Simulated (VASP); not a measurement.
Given:

```yaml
crystal:
  lattice:
    - [0.00000, 3.31637, 3.31637]
    - [3.31637, 0.00000, 3.31637]
    - [3.31637, 3.31637, 0.00000]
  atoms:
    - { symbol: K, position: [0.25000, 0.25000, 0.25000] }
    - { symbol: K, position: [0.75000, 0.75000, 0.75000] }
    - { symbol: S, position: [0.00000, 0.00000, 0.00000] }
```

Level of theory: LDA (Ceperley-Alder, Perdew-Zunger), VASP's LDA PAW potentials (set 64) (plane waves; VASP 6.6.1). Run with 500 eV cut-off, 6×6×6 Γ-centred mesh, Gaussian smearing of 0.050 eV, potentials K_sv S.

Q: What does the run give for the energy per atom (σ→0), pressure, band gap (on the k-mesh) with the smallest direct gap where there is one?

A: 
- band gap (on the k-mesh) = 2.89 eV
- smallest direct gap (on the k-mesh) = 3.11 eV
- energy per atom (σ→0) = -318.2 kJ/mol of atoms
- pressure = 10.02 GPa

The absolute energy has meaning only against runs of the same code, potentials and settings.

The compound is K2S in the antifluorite structure. It was relaxed first under an external pressure of 10 GPa.
